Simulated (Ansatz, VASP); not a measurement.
# InAs: VASP beside Ansatz, part 2 of 2

One calculation is typed for both programs; each brings its own data sets. How far apart do they land? The cell is taken from a series of runs on this material, whose earlier steps may have relaxed, scaled, displaced or heated it; both programs get it as it stands.

VASP 6.6.1 and Ansatz 0.2.0.

So far: The starting structure; VASP: zone-centre phonons, PBEsol.

**3. Ansatz: zone-centre phonons, PBEsol**

Level of this step: Ansatz beside VASP: Kohn-Sham DFT, plane waves, PBEsol (Ansatz).

Ansatz runs on its PAW soft_1 files.

The same cell, functional, mesh and smearing now go to Ansatz, which takes its cutoff from its data sets.

input.yaml

```yaml
crystal:
  lattice:
    - [-0.0327786694, 3.041196445, 3.041196445]
    - [3.041196445, -0.0327786694, 3.041196445]
    - [3.041196445, 3.041196445, -0.0327786694]
  atoms:
    - { symbol: As, position: [0.7490892945, 0.7490892945, 0.7490892945] }
    - { symbol: In, position: [0.0009107055, 0.0009107055, 0.0009107055] }
kpoints:
  mp_grid: { grid: [12, 12, 12] }
hamiltonian:
  xc: pbesol
  pseudopotentials: { kind: paw, azcp: { folder: soft_1 }, xc_functional: pbe }
scf:
  occupations: { method: methfessel_paxton, width: 0.2 }
output:
  eigenvalues: true
phonons:
  method: dfpt
```

Command:

```console
ansatz run input.yaml --threads 4 --pin off --max-ram 10240MiB --backend cpu --events-out ev --progress --plain --runs-dir out
```

Numbers of over 12 decimals in the logs are rounded to 6 here.

What it wrote:

```text
Engine: ansatz 0.2.0, aarch64-unknown-linux-gnu
Pseudopotentials: kind: paw
Pseudopotential: As, paw, valence charge 15, recommended cutoff 420 eV (normal), soft_1/As.paw.azcp
Pseudopotential: In, paw, valence charge 13, recommended cutoff 420 eV (normal), soft_1/In.paw.azcp
Functional definition: PBEsol
  exchange = pbesol_x
  correlation = pbesol_c
Crystal: 2 atoms, lattice volume = 57.165 Å³
Basis set: ecut = 420 eV, 1103 PW (Γ), exchange–correlation on 60×60×60 points (8 copies of the dense FFT grid, shifted against one another)
Bands: 18, of which v1, the nominal top of the filled ones, is band 14 counted from 1 (13 counted from 0)
Symmetry: 6 space group operations
k-points: 476 of 1728 (irreducible under 2 space group operations, time reversal used)
Non-local potential: As, projectors of the file, l = 0: 2, l = 1: 2, l = 2: 3, l = 3: 1
Non-local potential: In, projectors of the file, l = 0: 2, l = 1: 2, l = 2: 2, l = 3: 1
PAW form: soft (Blöchl's): semilocal exchange-correlation on the pseudo side does not see the compensation charge
PAW frozen core: As, regenerated for the run's functional, and the local potential with it (the file was generated under x = pbe(κ = 0.804, μ = 0.219515), c = pbe(β = 0.066725))
PAW frozen core: In, regenerated for the run's functional, and the local potential with it (the file was generated under x = pbe(κ = 0.804, μ = 0.219515), c = pbe(β = 0.066725))
PAW one-centre angular grid: As, 590 points (default); XC on 64 Gauss nodes
PAW one-centre angular grid: In, 590 points (default); XC on 64 Gauss nodes
Initial density: superposition of atomic densities (chi_scale 0.1, normalization cell, long waves kept (reshape's long-wave potential 0.00 eV rms))
Initial wavefunctions: pseudopotential atomic-orbital guess
Functional: x = pbesol(κ = 0.804, μ = 0.123457), c = pbesol(β = 0.046)
SCF iter   1: F=—  HF=-10338.980921 eV  |F-HF|=—  |Δ(HF+E_count)|=         —  Δρ=2.78e-2  dr2=3.54e-1  ethr=3.10e-3  ⟨swp⟩=5.1  Hψ=43310  notcnv=0
preconditioner: auto → Kerker (q_TF=auto, 2.422 Å⁻¹)  [metal: Δε(μ)=0.090 eV  Ē_g=14.537 eV  σ=0.200 eV  W_gap=0.35  n_scr=14 (ndim 8)  ℏωp=20.8 eV  f_vac=0.014  D(μ)=0.05/eV (n_scr^D=0)]
SCF iter   2: F=—  HF=-10338.928153 eV  |F-HF|=—  |Δ(HF+E_count)|=   5.28e-2  S|Δr|=    0.00e0  Δρ=1.76e-2  dr2=1.61e-1  ethr=1.26e-3  ⟨swp⟩=2.0  Hψ=13928  notcnv=0
SCF iter   3: F=—  HF=-10338.890382 eV  |F-HF|=—  |Δ(HF+E_count)|=   3.78e-2  S|Δr|=    0.00e0  Δρ=2.88e-3  dr2=9.06e-3  ethr=5.74e-4  ⟨swp⟩=2.0  Hψ=10459  notcnv=0
SCF iter   4: F=—  HF=-10338.891916 eV  |F-HF|=—  |Δ(HF+E_count)|=   1.53e-3  S|Δr|=    0.00e0  Δρ=1.30e-3  dr2=2.22e-3  ethr=3.23e-5  ⟨swp⟩=2.1  Hψ=14285  notcnv=0
SCF iter   5: F=—  HF=-10338.892180 eV  |F-HF|=—  |Δ(HF+E_count)|=   2.64e-4  S|Δr|=    0.00e0  Δρ=6.01e-4  dr2=3.49e-4  ethr=7.91e-6  ⟨swp⟩=2.0  Hψ=15233  notcnv=0
SCF iter   6: F=—  HF=-10338.892461 eV  |F-HF|=—  |Δ(HF+E_count)|=   2.81e-4  S|Δr|=    0.00e0  Δρ=1.99e-4  dr2=2.53e-5  ethr=1.25e-6  ⟨swp⟩=2.0  Hψ=15232  notcnv=0
SCF iter   7: F=—  HF=-10338.892487 eV  |F-HF|=—  |Δ(HF+E_count)|=   2.57e-5  S|Δr|=    0.00e0  Δρ=4.45e-5  dr2=1.04e-6  ethr=9.05e-8  ⟨swp⟩=2.0  Hψ=15236  notcnv=0
SCF iter   8: F=—  HF=-10338.892489 eV  |F-HF|=—  |Δ(HF+E_count)|=   1.82e-6  S|Δr|=    0.00e0  Δρ=1.13e-5  dr2=7.53e-8  ethr=3.73e-9  ⟨swp⟩=2.0  Hψ=12856  notcnv=0
SCF iter   9: F=—  HF=-10338.892489 eV  |F-HF|=—  |Δ(HF+E_count)|=   1.15e-7  S|Δr|=    0.00e0  Δρ=2.91e-6  dr2=8.91e-9  ethr=2.69e-10  ⟨swp⟩=2.0  Hψ=15236  notcnv=0
SCF iter  10: F=—  HF=-10338.892489 eV  |F-HF|=—  |Δ(HF+E_count)|=   1.13e-8  S|Δr|=    0.00e0  Δρ=1.08e-6  dr2=1.44e-9  ethr=3.18e-11  ⟨swp⟩=2.0  Hψ=10453  notcnv=0
SCF iter  11: F=—  HF=-10338.892489 eV  |F-HF|=—  |Δ(HF+E_count)|=   1.23e-9  S|Δr|=    0.00e0  Δρ=3.26e-7  dr2=8.30e-11  ethr=5.13e-12  ⟨swp⟩=2.0  Hψ=10273  notcnv=0
SCF iter  12: F=-10338.892489 eV  HF=-10338.892489 eV  |F-HF|=3.64e-12  |Δ(HF+E_count)|=  8.37e-11  S|Δr|=    0.00e0  Δρ=6.24e-8  dr2=3.19e-12  ethr=1.00e-12  ⟨swp⟩=6.0  Hψ=36307  notcnv=0
SCF 1 converged in 12 iterations: F = -10338.892489 eV  dr2 = 3.19e-12
  greatest PAW one-centre occupation: 0.999 electrons in one spin orbital (limit 2), on the As atom at site 0 (counted from 0), in its partial waves of l = 2
DFPT response loops at Γ: preconditioner auto → Kerker (q_TF=auto, 2.422 Å⁻¹) (partly filled bands, converged f_vac=0.098); β = 1.00, the filter's whole step (`scf.mixing.beta` (0.50) is not read by the response loops under this deck's `scf.mixing.preconditioner`; to damp them name `kerker` or `kerker_dos`, under which they read `scf.mixing.beta`, and type it under 1.00, their step now; both keys bind the ground state too); Broyden in place of MSR1
SCF converged after 12 iterations
Stability not checked: this state was not tested for a lower state beside it, because cold or Methfessel-Paxton smearing, or corrected tetrahedra, fill the levels in a way that the test cannot read (fill_not_monotonic; see scf.lower_state_search)
Free energy (F): -10338.892489 eV
Harris-Foulkes:  -10338.892489 eV  (|F-HF|=3.64e-12)
Internal energy: -10338.892968 eV  (E = F + TS)
E sigma→0 (E₀):  -10338.892609 eV
Entropy (-TS):   0.000479 eV (0.240 meV/atom)
Fermi energy:    7.157719 eV
Step filling:    the computed levels leave a gap of 0.0996 eV = 0.5 smearing widths at the electron count; against every level under it full and every level over it empty, smearing changes F+E_penalty+E_count by +0.207 meV and its σ→0 estimate by +0.088 meV
--- Per-component energies (eV) ---
  E_band       = -331.014601
  E_kinetic    = 316.175837
  E_local      = -3523.951677  (includes V_loc(G=0)·N_el)
  E_nonlocal   = -63.461683
  E_hartree    = 1747.050583
  E_xc         = -211.192693
  E_vxc        = -162.762834  (∫ρ·V_xc dr)
  E_paw        = -6109.502134  (= ΣΔE_a)
  E_vpaw       = -391.115555  (= ΣTr[D̂ρ^β])
  E_aug_tail   = 0.000149  (compensation charges beyond the density's cutoff)
  E_ewald      = -2495.213684
  E_core_change = 1.202334  (= ΣΔE_core)
  E_smearing   = 0.000479  (= −TS)
  E_closure    = -0.000000  (closes the sum)
  Σ components = -10338.892489   (vs F -10338.892489, Δ=0.00e0)
--- Band table (eV; the first three rows and the last of 476) ---
  k-point 0: bands = [... 10 lower, -4.5782, 6.6380, 7.0679, 7.0679, 7.1699, 10.9036, 10.9036, 11.0627]
  k-point 1: bands = [... 10 lower, -4.5101, 5.7151, 6.9829, 7.0703, 7.7723, 10.9359, 11.0351, 11.1738]
  k-point 2: bands = [... 10 lower, -4.3135, 4.5393, 6.7757, 6.8582, 8.2016, 11.2620, 11.3413, 11.4653]
  k-point 475: bands = [... 10 lower, -3.1521, 1.5019, 6.0943, 6.0943, 7.7807, 11.6408, 11.6408, 13.7368]
--- Phonons (Γ-DFPT): 2 representative perturbations + reference, on 476 of 1728 k-points (Σ response iterations 6) ---
  k mesh reduced under 2 symmetry operations, with k and −k counted as one. Each operation leaves every solved perturbation unchanged. A smaller set is not used because it would not reduce the number of displacements times k-points to solve
  ASR residual: 8.789e-5 → 0.000e0 eV/Å²; symmetrization residual: 1.507e-5 eV/Å²
  ASR residual per site (eV/Å²): 5.56e-6 8.79e-5
  Γ frequencies (cm⁻¹): 0.00 0.00 0.00 203.64 203.64 206.06
  non-analytic LO–TO correction: not included (Born effective charges unavailable; polar crystals: no LO–TO splitting at Γ)
```

Reading the cycles: dr2 is the Hartree energy of the density residual (eV), the measure of convergence; HF is the Harris–Foulkes estimate of the energy, which meets the free energy F at convergence.

**4. Differences**

Known differences besides the potentials themselves: the data sets hold 28 valence electrons in Ansatz (on its PAW soft_1 files) and 18 in VASP; the cutoff is 420 eV in Ansatz and 500 eV in VASP; Ansatz makes its cores anew for this functional, VASP keeps those of its PBE data sets. Total energies have different zeros and are not compared.

Both answers:

```tsv
quantity	Ansatz	VASP	difference
optical mode 1 to 2 (cm⁻¹)	203.6	204.2	-0.27 %
optical mode 3 (cm⁻¹)	206.1	206.5	-0.23 %
```

Modes are paired by rising frequency, not by their patterns, so a pair may set unlike modes beside each other; they are those without the splitting of longitudinal modes.

**5. Results**

```yaml
r_m_s_difference_of_the_optical_zone_centre_modes_each_program_s_sorted_by_frequency_zone_centre_phonons_pbesol: 0.52 cm⁻¹
```

What this shows: The r.m.s. difference of the optical zone-centre modes, each program's sorted by frequency is 0.52 cm⁻¹ (zone-centre phonons, PBEsol). The data sets hold unlike numbers of valence electrons (28 in Ansatz and 18 in VASP), so part of the differences comes from the potentials. How closely two codes agree says nothing of how well the functional describes the real material.

[Lines on the potential files, build, host, timing and source positions are cut from VASP's logs without a mark.]

[Logs are printed without paths, hosts, clocks, repeated set-up lines and the standing remarks that a program may print on its own settings, such as how far it seeks lower states.]

[Hosts, paths, dates, database ids (printed as entryN), source tags and the programs' standing remarks are cut or masked in the printed files.]
